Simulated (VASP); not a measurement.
```
Na2Te
1.0
    4.29014     0.00000     0.00000
   -2.14507     3.71537     0.00000
    0.00000     0.00000     6.92088
Te Na
1 2
Direct
  0.03470   0.01346   0.00000
  0.33333   0.66667   0.25200
  0.66667   0.33333   0.74800
```

The numbers are results of PBE GGA, VASP's PBE PAW potentials (set 64) (plane waves; VASP), not measurements. Run with 400 eV cut-off, 5×5×3 Γ-centred mesh, Gaussian smearing of 0.050 eV, potentials Te Na_pv.

Problem. The ions are relaxed. Give the cell that the relaxation ends in.

Solution. 
```
Na2Te
1.0
    4.29014     0.00000     0.00000
   -2.14507     3.71537     0.00000
    0.00000     0.00000     6.92088
Te Na
1 2
Cartesian
  0.04046   0.01684   6.92072
  0.03725   2.49121   1.56640
  2.18736   1.25732   5.35464
```
Space group P-3m1 (164), at a tolerance of 0.03 Å.

Problem. How much energy does the relaxation gain?

Solution. The energy (σ→0) changes by -30.5 meV/atom, in 12 ionic steps.

The structure was generated: Na2Te was put into the CdI2 type (P-3m1), which need not be its known phase. In the starting cell atoms are displaced from their ideal sites. This run relaxes the ions in a fixed cell. The k-mesh is coarse (spacing up to 0.34 per Å, 2π included), so the numbers may not be converged in it.
